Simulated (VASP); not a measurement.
## Zr4C3N (ordered alloy cell): computed properties

Level of theory: PBEsol GGA, VASP's PBE PAW potentials (set 64) (plane waves; VASP).

space group: R-3m (166)
cell: a = b = 3.2885 Å, c = 32.1594 Å, α = β = 90.00°, γ = 120.00°
volume per atom: 12.55 Å^3/atom
band gap (over mesh and band path): none (metal, semimetal or under 0.01 eV)
density: 6.86 g/cm³

```yaml
crystal:
  lattice:
    - [0.00000, 2.32529, 2.32529]
    - [2.32529, 0.00000, 2.32529]
    - [9.28945, 9.28945, 0.01170]
  atoms:
    - { symbol: Zr, position: [0.00290, 0.00290, 0.99783] }
    - { symbol: Zr, position: [0.99710, 0.99710, 0.25217] }
    - { symbol: Zr, position: [0.99860, 0.99860, 0.50105] }
    - { symbol: Zr, position: [0.00140, 0.00140, 0.74895] }
    - { symbol: N, position: [0.50000, 0.50000, 0.12500] }
    - { symbol: C, position: [0.50664, 0.50664, 0.37002] }
    - { symbol: C, position: [0.50000, 0.50000, 0.62500] }
    - { symbol: C, position: [0.49336, 0.49336, 0.87998] }
```

The structure was generated: Zr4C3N was put into an ordered model structure (R-3m), which need not be its known phase. It was relaxed first. Symmetry was kept, so distortions that lower it aren't found. The electron count is odd and the run is not spin-polarised, which forces a metal.
